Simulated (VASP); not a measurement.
Data:

```xyz
2
Lattice="0.0000 2.3559 2.3559 2.3559 0.0000 2.3559 2.3559 2.3559 0.0000" Properties=species:S:1:pos:R:3 pbc="T T T"
Ca     0.0000     0.0000     0.0000
O      2.3559     2.3559     2.3559
```

Computed with r2SCAN meta-GGA, VASP's PBE PAW potentials (set 64) (plane waves; VASP). Run with 520 eV cut-off, 9×9×9 Γ-centred mesh, Gaussian smearing of 0.050 eV, potentials Ca_sv O.

Give the stress tensor in GPa (positive for a compressed cell).

```
8.21  0.00  0.00
0.00  8.21  0.00
0.00  0.00  8.21
```
The pressure is its mean diagonal, 8.21 GPa.

The compound is CaO in the rock salt structure. This cell is one point of a volume scan, at 0.94 of the reference volume.
